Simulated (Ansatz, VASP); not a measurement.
**K3Ag2: VASP beside Ansatz**

```
K Ag
1.0
     6.66815    0.00000    0.00000
     0.00000    6.66815    0.00000
     0.00000    0.00000    6.66815
K Ag
3 2
Direct
  0.00000 0.50000 0.50000
  0.50000 0.00000 0.50000
  0.50000 0.50000 0.00000
  0.00000 0.00000 0.00000
  0.50000 0.50000 0.50000
```

Alike in both runs: task single point; functional PBE; k mesh 4 × 4 × 4; occupations gaussian, width 0.1 eV; no spin polarisation.

|  | VASP | Ansatz |
| --- | --- | --- |
| version | VASP 6.6.1 | Ansatz 0.2.0 |
| potentials or method | VASP PAW PBE potentials, release 64 (K_sv, Ag) | scalar-relativistic, plane waves, PAW |
| plane-wave cutoff (eV) | 520 | 420 |
| valence electrons in the cell | 49 | 65 |

|  | VASP | Ansatz | Ansatz less VASP |
| --- | --- | --- | --- |
| gap on the k mesh at the Fermi level (eV) | none | none | - |
| pressure (GPa) | -0.6 | -0.6 | +0.01 |

A gap of «none» marks a metal or a gap that the smearing closes. The two sets of potentials don't hold the same shells in valence.
